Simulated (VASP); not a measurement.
Input:

```
MgO
1.0
    2.62998     0.00000     0.00000
    0.00000     2.62998     0.00000
    0.00000     0.00000     2.62998
Mg O
1 1
Cartesian
  0.00000   0.00000   0.00000
  1.31499   1.31499   1.31499
```

Level of theory: PBEsol GGA, VASP's PBE PAW potentials (set 64) (plane waves; VASP). Run with 520 eV cut-off, 11×11×11 Γ-centred mesh, tetrahedra with Blöchl corrections, potentials Mg O.

**Question.** The job: MgO (relaxed from the CsCl type structure, space group Pm-3m), 2 atoms, PBEsol, static run, 520 eV, 11×11×11 Γ-centred mesh. Roughly how much core time does it take on a busy server core?

**Answer.** About 6 core-seconds (one run on a shared machine, a rough figure). It had 56 irreducible k-points, 8 bands, up to 503 plane waves and 13 electronic steps.

The structure was generated: MgO was put into the CsCl type type (Pm-3m), which need not be its known phase. It was relaxed first, which changed the volume by -7 %.
